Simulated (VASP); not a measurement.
Ga:

```xyz
4
Lattice="2.2615 -3.8305 0.0000 2.2615 3.8305 0.0000 0.0000 0.0000 4.5240" Properties=species:S:1:pos:R:3 pbc="T T T"
Ga    2.2615   -2.6438    0.3664
Ga    2.2615   -1.1867    2.6284
Ga    2.2615    2.6438    4.1576
Ga    2.2615    1.1867    1.8956
```

Base run:

```yaml
Program: VASP 6.6.1
Functional: PBE
Potentials_or_basis: VASP PAW PBE potentials, release 64 (Ga_d)
Cutoff: 520 eV
k_mesh: 9 × 9 × 7
Occupations: fermi-dirac, width 0.05 eV
Spin: no spin polarisation
```

Its results: band gap on the k mesh none (metal or under the smearing width); pressure 2.1 GPa; largest force 0.103 eV/Å.

Task: The run is repeated on the same cell with these changes: functional from PBE to r2SCAN; further incar settings from ALGO = Fast; EDIFF = 1e-07 to ALGO = Normal; EDIFF = 1e-07. What comes out?

Result: Band gap on the k mesh none (metal or under the smearing width); pressure -1.1 GPa; largest force 0.130 eV/Å.

Caveats: the PAW data sets were made with another functional, which shifts forces and pressure a little (some runs).
